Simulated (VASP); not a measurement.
Here is the system:

```
CELL_PARAMETERS angstrom
      0.00000     3.24110     3.24110
      3.24110     0.00000     3.24110
     12.92802    12.92802     0.03637
ATOMIC_POSITIONS crystal
  Mg 0.99831 0.99831 0.00127
  Te 0.25331 0.25331 0.06002
  Te 0.25100 0.25100 0.31175
  Te 0.24958 0.24958 0.56281
  Te 0.24755 0.24755 0.81434
  Cd 0.00177 0.00177 0.24867
  Cd 0.99982 0.99982 0.50014
  Cd 0.99866 0.99866 0.75100
```

Level of theory: PBEsol GGA, VASP's PBE PAW potentials (set 64) (plane waves; VASP). Settings: 400 eV cut-off, Gaussian smearing of 0.050 eV, potentials Mg Te Cd.

Unless said otherwise, spin-orbit coupling is left out, though it shifts the bands of the heavy elements here.

What does the run give for the band gap (along the path) with the smallest direct gap where there is one?

```
Item                                    Value
------------------------------------  -------
band gap (along the path)             0.94 eV
smallest direct gap (along the path)  0.94 eV
```

The absolute energy has meaning only against runs of the same code, potentials and settings.

The structure was generated: Cd3MgTe4 was put into an ordered model structure (R3m), which need not be its known phase. It was relaxed first.
